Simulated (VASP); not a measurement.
# Which face does V expose?, part 3 of 6

How do surface energy, work function and relaxation of V depend on the face?

VASP 6.6.1; PBEsol, no spin polarisation; plane waves and PAW (V).

So far. Step 3 (The bulk reference, job self-consistent run, k-mesh …): The run ends at a pressure of -0.10 GPa. Step 4 (Surface relaxation, 7 atoms, face V(110)): The run ended after 11 ionic steps, 0.081 eV below its first step, once the forces on the free atoms met EDIFFG = -0.03.

## Step 5: Potential and states of the slab, 7 atoms, face V(110)

A static run writes the electrostatic potential without exchange and correlation (LVHAR), which is flat in the vacuum and gives the level to count from. The dipole correction cancels the field that unlike faces would set up across the vacuum.

The input, INCAR:

```
SYSTEM = V
PREC = Normal
ENCUT = 320
EDIFF = 1E-06
NELM = 120
ISMEAR = 1
SIGMA = 0.15
LREAL = .FALSE.
ALGO = Fast
GGA = PS
NBANDS = 24
LASPH = .TRUE.
LORBIT = 11
LWAVE = .FALSE.
LCHARG = .TRUE.
KPAR = 4
IDIPOL = 3
LDIPOL = .TRUE.
DIPOL = 0.5 0.5 0.5
LVHAR = .TRUE.
LVACPOTAV = .TRUE.
NEDOS = 1500
```

The input, POSCAR:

```
V
1.0
    2.9431527152      0.0000000000      0.0000000000
    1.4715763576      2.0811232430      0.0000000000
    0.0000000000      0.0000000000     27.4867394579
V
7
Direct
    0.0000000000      0.0000000000      0.2772668887
    0.5000000000      0.0000000000      0.3486254653
    0.0000000000      0.0000000000      0.4245303591
    0.5000000000      0.0000000000      0.5000000000
    0.0000000000      0.0000000000      0.5754696409
    0.5000000000      0.0000000000      0.6513745347
    0.0000000000      0.0000000000      0.7227331113
```

The input, KPOINTS:

```
Automatic mesh
0
Gamma
14 14 1
0 0 0
```

Potentials, in the order of the species: V (PBE family, release 64).

On the command line:

```
$ mpirun -np 4 vasp_std
```

The program printed:

```text
[... set-up lines as in an earlier step ...]
 entering main loop
       N       E                     dE             d eps       ncg     rms          rms(c)
DAV:   1     0.218585070159E+03    0.21859E+03   -0.90310E+03  2736   0.100E+03
DAV:   2    -0.371942776775E+02   -0.25578E+03   -0.24476E+03  2768   0.290E+02
DAV:   3    -0.756682112684E+02   -0.38474E+02   -0.35860E+02  4424   0.134E+02
DAV:   4    -0.782475012982E+02   -0.25793E+01   -0.24592E+01  4128   0.496E+01
DAV:   5    -0.783597098825E+02   -0.11221E+00   -0.10951E+00  4544   0.713E+00    0.354E+01
RMM:   6    -0.114556980451E+03   -0.36197E+02   -0.59422E+01  4745   0.184E+02    0.355E+01
RMM:   7    -0.855190392640E+02    0.29038E+02   -0.79633E+01  3452   0.112E+02    0.244E+01
RMM:   8    -0.668492706862E+02    0.18670E+02   -0.96835E+01  2989   0.121E+02    0.168E+01
RMM:   9    -0.648431334449E+02    0.20061E+01   -0.29642E+01  3302   0.472E+01    0.954E+00
RMM:  10    -0.676193470807E+02   -0.27762E+01   -0.26522E+01  4273   0.285E+01    0.100E+01
RMM:  11    -0.676647383732E+02   -0.45391E-01   -0.96191E+00  4672   0.105E+01    0.110E+01
RMM:  12    -0.669685900131E+02    0.69615E+00   -0.17541E+00  3990   0.641E+00    0.104E+01
RMM:  13    -0.659530850332E+02    0.10155E+01   -0.12971E+00  3745   0.749E+00    0.831E+00
RMM:  14    -0.652149474098E+02    0.73814E+00   -0.42825E+00  4500   0.105E+01    0.413E+00
RMM:  15    -0.654354921459E+02   -0.22054E+00   -0.22550E+00  4176   0.104E+01    0.478E+00
RMM:  16    -0.654908880692E+02   -0.55396E-01   -0.47605E-01  4004   0.350E+00    0.480E+00
RMM:  17    -0.656288186095E+02   -0.13793E+00   -0.33331E-01  4317   0.209E+00    0.559E+00
RMM:  18    -0.651668251005E+02    0.46199E+00   -0.82985E-01  4550   0.654E+00    0.157E+00
RMM:  19    -0.651673192763E+02   -0.49418E-03   -0.23114E-01  4346   0.186E+00    0.947E-01
RMM:  20    -0.651896060259E+02   -0.22287E-01   -0.48133E-02  3341   0.179E+00    0.139E+00
RMM:  21    -0.652149309146E+02   -0.25325E-01   -0.80563E-02  4228   0.112E+00    0.176E+00
RMM:  22    -0.651866830336E+02    0.28248E-01   -0.60532E-02  3345   0.128E+00    0.116E+00
RMM:  23    -0.651804650187E+02    0.62180E-02   -0.63009E-02  4329   0.860E-01    0.705E-01
RMM:  24    -0.651798122008E+02    0.65282E-03   -0.17959E-02  4475   0.359E-01    0.564E-01
RMM:  25    -0.651776200045E+02    0.21922E-02   -0.17150E-02  4381   0.469E-01    0.294E-01
RMM:  26    -0.651773542428E+02    0.26576E-03   -0.10075E-02  4407   0.328E-01    0.105E-01
RMM:  27    -0.651780031797E+02   -0.64894E-03   -0.86558E-03  4178   0.382E-01    0.106E-01
RMM:  28    -0.651780972699E+02   -0.94090E-04   -0.21062E-03  4085   0.142E-01    0.815E-02
RMM:  29    -0.651782438455E+02   -0.14658E-03   -0.18680E-03  4029   0.742E-02    0.735E-02
RMM:  30    -0.651783258600E+02   -0.82014E-04   -0.75480E-04  3966   0.602E-02    0.687E-02
RMM:  31    -0.651783282020E+02   -0.23421E-05   -0.49286E-04  3856   0.934E-02    0.297E-02
RMM:  32    -0.651783342250E+02   -0.60229E-05   -0.14643E-04  4314   0.673E-02    0.906E-03
RMM:  33    -0.651783706210E+02   -0.36396E-04   -0.28665E-04  3294   0.291E-02    0.844E-03
RMM:  34    -0.651783664667E+02    0.41544E-05    0.10874E-04  2656   0.244E-02    0.786E-03
RMM:  35    -0.651783738876E+02   -0.74209E-05   -0.67699E-06  2600   0.266E-02    0.700E-03
RMM:  36    -0.651783600120E+02    0.13876E-04    0.16126E-04  2216   0.212E-02    0.509E-03
RMM:  37    -0.651783555528E+02    0.44592E-05    0.49478E-05  2113   0.199E-02    0.521E-03
RMM:  38    -0.651783370506E+02    0.18502E-04    0.16716E-04  2066   0.165E-02    0.544E-03
RMM:  39    -0.651783362383E+02    0.81239E-06    0.97588E-06  2105   0.199E-02
 -----------------------------------------------------------------------------
|                                                                             |
|           W    W    AA    RRRRR   N    N  II  N    N   GGGG   !!!           |
|           W    W   A  A   R    R  NN   N  II  NN   N  G    G  !!!           |
|           W    W  A    A  R    R  N N  N  II  N N  N  G       !!!           |
|           W WW W  AAAAAA  RRRRR   N  N N  II  N  N N  G  GGG   !            |
|           WW  WW  A    A  R   R   N   NN  II  N   NN  G    G                |
|           W    W  A    A  R    R  N    N  II  N    N   GGGG   !!!           |
|                                                                             |
|     Did not find any points to average over, which means that no vacuum     |
|     field-free region was found. Please increase the size of  your cell     |
|     in the dimension of the dipole correction to obtain accurate            |
|     workfunction values.                                                    |
|                                                                             |
 -----------------------------------------------------------------------------

   1 F= -.65178336E+02 E0= -.65178360E+02  d E =0.726646E-04
```

Wall time 1.7 min (4 MPI ranks of AMD EPYC 7R43, shared host); peak memory 0.71 GiB; 6.7 min of CPU time.

Parts of OUTCAR (step 5):

```text
   NELECT =      35.0000    total number of electrons

 dipolmoment           0.000000      0.000000     -0.000000 electrons x Angstroem

 E-fermi :   1.3378

 k-point     1 :       0.0000    0.0000    0.0000
  band No.  band energies     occupation
    ...
     10       0.3854      2.00000
     11       0.7786      2.00000
     12       0.8876      2.00019
     13       0.9182      2.00055
     14       1.1737      2.06467
     15       1.4712     -0.01884
     16       1.5030     -0.06538
     17       1.5206     -0.07090
     18       1.6736     -0.00687
     19       1.6891     -0.00456
    ...

  Total       -0.6378321     -2.0073089      0.0570934      0.0000000      0.0000000      0.0000000
  in kB       -6.0699220    -19.1025332      0.5433286      0.0000000      0.0000000      0.0000000
  external PRESSURE =      -8.2097088 kB  Pullay stress =       0.0000000 kB

 POSITION                                       TOTAL-FORCE (eV/Angst)
 -----------------------------------------------------------------------------------
      0.00000      0.00000      7.62116         0.000000      0.000000     -0.032952
      1.47158      0.00000      9.58258        -0.000000     -0.000000      0.042176
      0.00000      0.00000     11.66896        -0.000000      0.000000     -0.003217
      1.47158      0.00000     13.74337        -0.000000      0.000000      0.000000
      0.00000      0.00000     15.81778        -0.000000     -0.000000      0.003217
      1.47158      0.00000     17.90416         0.000000      0.000000     -0.042176
      0.00000      0.00000     19.86558         0.000000     -0.000000      0.032952
 -----------------------------------------------------------------------------------
    total drift:                                0.000000      0.000000     -0.000000

  FREE ENERGIE OF THE ION-ELECTRON SYSTEM (eV)
  ---------------------------------------------------
  free  energy   TOTEN  =       -65.1783362383 eV

  energy  without entropy=      -65.1784089028  energy(sigma->0) =      -65.17836046

 vacuum level on the upper side and lower side of the slab         6.197         6.197

[... 7 parts as in an earlier step ...]

[... 10 further parts left out ...]
```

Numbers from this step:

```yaml
electronic_cycles: 39
free_energy_toten: -65.1783 eV
fermi_energy: 1.338 eV
dipole_moment: 0, 0, 0 e·Å
vacuum_levels: 6.197, 6.197 eV
work_functions_of_the_upper_and_lower_face: 4.859, 4.859 eV
```

The planar average of the electrostatic potential oscillates, so the rows of the table below give means over windows of 2.06 Å about each position, cut where the curve ends. Its maxima inside the range that stand out by 2 % of the span (Å: eV): 8.6: -2.74, 10.7: -1.54, 12.7: -1.65, 14.8: -1.65, 16.8: -1.54, 18.9: -2.74. Its minima: 7.6: -11.4, 9.6: -11.3, 11.7: -11.2, 13.7: -11.3, 15.8: -11.2, 17.9: -11.3, 19.9: -11.4.

Zero at the Fermi level. The planar average of the electrostatic potential by height; means over each step:

```
height (Å)  planar average of the electrostatic potential (eV)
      1.03                                                4.86
      3.09                                                4.86
      5.15                                                4.44
      7.21                                               -5.81
      9.27                                               -6.99
     11.33                                               -6.54
     13.39                                               -6.58
     15.45                                               -6.58
     17.51                                               -6.58
     19.57                                               -7.15
     21.63                                                2.83
     23.69                                                4.85
     25.75                                                4.86
```

Density of states in the PAW spheres, an atom over height of the layer and energy from the Fermi level.

Ten even steps from '_' (0.00 states/eV) to '@' (2.27 states/eV), each cell a mean:
```
++----------++
**++******++**
@@**%%%%%%**@@
##**######**##
%%@@%%%%%%@@%%
======--======
--------------
++**++**++**++
==**======**==
::==------==::
..::::::::::..
______________
______________
______________
______________
______________
______________
______________
______________
______________
______________
______________
```
Columns: height of the layer (Å) from 7.6 to 19.9; rows upwards: energy from the Fermi level (eV) from -7.9 to 0.5.

Valence density in the ca plane at fractional y = 0.000, with atoms of V within 0.2 Å of it. It is the smooth field of the valence electrons, not physical close to the nuclei.

Ten even steps from '0' (0.0 e/Å³) to '9' (2.0 e/Å³), each cell a mean:
```
11111137852111111258731111112478410000000000
12221123321112211123321112211233200000000000
24652111111135531111111246421111100000000000
37973111111159952111111379731111000000000000
26863111111147741111111268621111000000000000
23331112211123321112211133321122100000000000
11111125542111111145521111111355300000000000
11111148962111111269841111112599510000000000
```
Columns run along c (16.0 Å, from fractional 0.32 to 0.90 of the cell), rows up along a (2.9 Å). Atoms in or near the plane, at fractional coordinates: V at (0.35, 0.50), V at (0.42, 0.00), V at (0.50, 0.50), V at (0.58, 0.00), V at (0.65, 0.50), V at (0.72, 0.00).

This run ends 0.040 eV above the last step of the relaxation at the same geometry, so it did not reach the same electronic state, and its levels are doubtful.

The map of layer states is cut here 0.5 eV above the Fermi level, so it leaves out the states above that.

The vacuum level lies 4.86 eV above the Fermi level at the upper face; both faces agree, as the slab has next to no dipole.

The program found no field-free point at its default tolerance, but its printed level agrees with the flat part of the planar average.

On this mesh the fine structure of the density of states is sampling noise, and high empty states may be cut by the number of bands.

(Continued in part 4 of 6.)

[Lines on the potential files, build, host, timing and source positions are cut from VASP's logs without a mark.]

[Logs are printed without paths, hosts, clocks, repeated set-up lines and the standing remarks that a program may print on its own settings, such as how far it seeks lower states.]

[Hosts, paths, dates, database ids (printed as entryN), source tags and the programs' standing remarks are cut or masked in the printed files.]

[Runs that stopped without an error message from VASP are left out.]
